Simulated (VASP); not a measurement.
Energy against volume of CeO$_{2}$ (fluorite). All values below come from SCAN meta-GGA, VASP's PBE PAW potentials (set 64) (plane waves; VASP). Numerical set-up: 520 eV cut-off, 7×7×7 Γ-centred mesh, Gaussian smearing of 0.050 eV, potentials Ce O.

```csv
V (Å³/atom),E (eV/atom)
12.874,-22.81272
13.273,-22.82170
13.671,-22.81595
14.069,-22.79735
```

Problem. Fit these four points and predict the energy of the run at 12.476 Å³/atom.

Solution. A cubic in V^(−2/3), the third-order Birch-Murnaghan form, passes through the four points with V0 = 13.31 Å³/atom and B0 = 195 GPa, and gives -22.7870 eV/atom there. The run gave -22.7861 eV/atom, +0.9 meV/atom from the fit; all five points give B0 = 197 GPa.

The compound is CeO2 in the fluorite structure. It was relaxed first. The run is not spin-polarised, so no magnetic state was tried.
